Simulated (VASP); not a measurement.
Here is the system:

```xyz
2
Lattice="0.0000 2.9861 2.9861 2.9861 0.0000 2.9861 2.9861 2.9861 0.0000" Properties=species:S:1:pos:R:3 pbc="T T T"
Pb     0.0000     0.0000     0.1500
S      2.9861     2.9861     2.9861
```

Calculation: r2SCAN meta-GGA, VASP's PBE PAW potentials (set 64) (plane waves; VASP). Numerical set-up: 480 eV cut-off, 8×8×8 Γ-centred mesh, Gaussian smearing of 0.050 eV, potentials Pb_d S.

**Question.** Which forces act on the atoms, in eV/Å?

**Answer.** 
| atom | Fx | Fy | Fz |
|---|---|---|---|
| Pb1 | 0.000 | 0.000 | -0.075 |
| S2 | 0.000 | 0.000 | 0.075 |

**Question.** Give the stress tensor in GPa (positive for a compressed cell).

**Answer.** 
```
0.12  0.00  0.00
0.00  0.12  0.00
0.00  0.00  0.93
```
The pressure is its mean diagonal, 0.39 GPa.

The compound is PbS in the rock salt structure. This cell was strained or had an atom moved on purpose.
